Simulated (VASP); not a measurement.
A run of VASP 6.6.1:

File INCAR:

```
SYSTEM = Al2SiF2
PREC     = Normal         ! precision mode
ENCUT    = 520            ! plane-wave cutoff, eV
EDIFF    = 1E-4           ! SCF threshold, eV
ISMEAR   = 0              ! smearing method
SIGMA    = 0.15           ! smearing width, eV
LREAL    = .FALSE.        ! projectors in reciprocal space
LASPH    = .TRUE.         ! aspherical terms in the spheres
NELM     = 60             ! most SCF steps
ALGO     = Fast           ! electronic algorithm
ISIF     = 3              ! what is computed and relaxed
LWAVE    = .FALSE.        ! write WAVECAR
LCHARG   = .FALSE.        ! write CHGCAR
GGA      = PE             ! functional
IBRION   = 2              ! ionic algorithm
NSW      = 24             ! ionic steps
EDIFFG   = -0.08          ! ionic threshold
```

The input KPOINTS:

```
regular mesh
0
G
  5 5 5
  0 0 0
```

Contents of POSCAR:

```
Al2SiF2
1.0
    1.7500000000      1.0103629700      6.6000000000
   -1.7500000000      1.0103629700      6.6000000000
    0.0000000000     -2.0207259400      6.6000000000
Al Si F
2 1 2
Direct
    0.4080000000      0.4080000000      0.4080000000
    0.5920000000      0.5920000000      0.5920000000
    0.0000000000      0.0000000000      0.0000000000
    0.7820000000      0.7820000000      0.7820000000
    0.2180000000      0.2180000000      0.2180000000
```

Potentials or basis: VASP PAW PBE potentials, release 64 (Al, Si, F).

Command:

```console
$ cat potpaw_PBE.64/Al/POTCAR potpaw_PBE.64/Si/POTCAR potpaw_PBE.64/F/POTCAR > POTCAR
$ mpirun -np 1 vasp_std > vasp.out
```

Hardware: 1 thread of Intel(R) Xeon(R) Platinum 8488C (Sapphire Rapids), on a shared host.

**Question.** How long does it take, and how much memory?

**Answer.** Run time: 110 s on 1 thread of Intel(R) Xeon(R) Platinum 8488C (Sapphire Rapids), on a shared host, peak memory 0.25 GiB. Counts: scf iterations 73, k points 19, ion steps 11.
